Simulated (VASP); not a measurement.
FeCO3, 10 atoms in the cell. The structure is trigonal, space group R-3c (No. 167). Conventional cell: a = 4.393 Å, b = 4.393 Å, c = 12.700 Å, α = 90.00°, β = 90.00°, γ = 120.00°. Fe (site symmetry -3) is surrounded by 6 O at 1.89 Å. C (site symmetry 32) has 3 O at 1.27 Å as nearest neighbours. O (site symmetry 2) has 1 C at 1.27 Å as nearest neighbours. 

* Program: VASP 6.6.1
* Task: single point
* Functional: r2SCAN
* Potentials or basis: VASP PAW PBE potentials, release 64 (Fe, C, O)
* Cutoff: 520 eV
* k mesh: 7 × 7 × 7
* Occupations: fermi-dirac, width 0.1 eV
* Spin: no spin polarisation
* Dipole correction: no
* Further INCAR settings: ALGO = Normal; EDIFF = 1e-07; NBANDS = 41

Potentials or basis: VASP PAW PBE potentials, release 64 (Fe, C, O).

The run is started by

```bash
$ cat potpaw_PBE.64/Fe/POTCAR potpaw_PBE.64/C/POTCAR potpaw_PBE.64/O/POTCAR > POTCAR
$ cp INCAR.step1 INCAR
$ mpirun -np 1 vasp_std > vasp.out
$ cp INCAR.step2 INCAR
$ mpirun -np 1 vasp_std > vasp.out
```

Hardware: 1 thread of Intel(R) Xeon(R) Platinum 8488C (Sapphire Rapids), with other jobs on the host.

Question: How long does it take, and how much memory?

Answer: Wall time 11 min on 1 thread of Intel(R) Xeon(R) Platinum 8488C (Sapphire Rapids), on a shared host, peak memory 0.32 GiB. Counts: scf iterations 11, k points 44.
